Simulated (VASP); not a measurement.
These are LDA (Ceperley-Alder, Perdew-Zunger), VASP's LDA PAW potentials (set 64) (plane waves; VASP) values and carry that method's errors.

The input files of a VASP run:

File KPOINTS:
```
Automatic mesh
0
Gamma
7 7 7
0 0 0
```

POSCAR:
```
Al3Sc
1.0
  4.0326412672   0.0000000000   0.0000000000
  0.0000000000   4.0326412672   0.0000000000
  0.0000000000   0.0000000000   4.0326412672
Sc Al
1 3
Cart
  0.0000000000   0.0000000000   0.0000000000
  0.0000000000   2.0163206336   2.0163206336
  2.0163206336   0.0000000000   2.0163206336
  2.0163206336   2.0163206336   0.0000000000
```

INCAR:
```
ALGO  =  Normal
EDIFF  =  1E-6
EDIFFG  =  -0.02
ENCUT  =  520
IBRION  =  2
ISIF  =  3
ISMEAR  =  1
LASPH  =  .TRUE.
LCHARG  =  .FALSE.
LMAXMIX  =  4
LREAL  =  .FALSE.
LWAVE  =  .FALSE.
NELM  =  100
NSW  =  60
PREC  =  Accurate
SIGMA  =  0.1
SYSTEM  =  Al3Sc
```

POTCAR, in this order: Sc_sv Al (LDA.64 set). Program: vasp_std.

Q: What does the run give for the energy per atom (σ→0), band gap (on the k-mesh)?

A: 
| Item | Value |
|---|---|
| energy per atom (σ→0) | -5.322 eV/atom |
| band gap (on the k-mesh) | none (metal, semimetal or under 0.01 eV) |

**OSZICAR**
```
...
DAV:   7    -0.213169184618E+02    0.60203E-01   -0.10622E-01   826   0.325E+00    0.205E+00
DAV:   8    -0.212895377871E+02    0.27381E-01   -0.44799E-02   942   0.208E+00    0.249E-01
DAV:   9    -0.212892434208E+02    0.29437E-03   -0.69417E-03   864   0.121E+00    0.192E-01
DAV:  10    -0.212889624739E+02    0.28095E-03   -0.99839E-04   912   0.435E-01    0.692E-02
DAV:  11    -0.212889576732E+02    0.48007E-05   -0.37629E-05   700   0.468E-02    0.281E-02
DAV:  12    -0.212889456074E+02    0.12066E-04   -0.84039E-05   950   0.117E-01    0.365E-03
DAV:  13    -0.212889455177E+02    0.89673E-07   -0.14586E-06   448   0.158E-02
   1 F= -.21288946E+02 E0= -.21288550E+02  d E =-.212889E+02
```

The compound is Al3Sc in the L1_2 structure. It was relaxed first. The start is the result of an earlier pass.
